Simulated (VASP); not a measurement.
Input:

```
MgRbF3
1.0
    4.05693     0.00000     0.00000
    0.00000     4.05693     0.00000
    0.00000     0.00000     4.05693
Rb Mg F
1 1 3
Cartesian
  0.00000   0.00000   0.00000
  2.02847   2.02847   2.02847
  0.00000   2.02847   2.02847
  2.02847   0.00000   2.02847
  2.02847   2.02847   0.00000
```

These are PBEsol GGA, VASP's PBE PAW potentials (set 64) (plane waves; VASP) values and carry that method's errors. Numerical set-up: 520 eV cut-off, 6×6×6 Γ-centred mesh, tetrahedra with Blöchl corrections, potentials Rb_sv Mg F.

The cores are frozen, which limits the accuracy of field gradients.

Question: Give the principal components of the electric field gradient (V/Å²) and the asymmetry η at each nucleus.

Answer: 
```json
[
 {"atom": "Rb1", "Vxx": "0.0", "Vyy": "0.0", "Vzz": "0.0", "η": "-"},
 {"atom": "Mg2", "Vxx": "0.0", "Vyy": "0.0", "Vzz": "0.0", "η": "-"},
 {"atom": "F3", "Vxx": "-27.2", "Vyy": "-27.2", "Vzz": "54.5", "η": "0.00"},
 {"atom": "F4", "Vxx": "-27.2", "Vyy": "-27.2", "Vzz": "54.5", "η": "0.00"},
 {"atom": "F5", "Vxx": "-27.2", "Vyy": "-27.2", "Vzz": "54.5", "η": "0.00"}
]
```

The structure comes from a computed database's RbMgF3 entry (Pm-3m); how it stands against other phases isn't given here. The cell was not relaxed at this level.
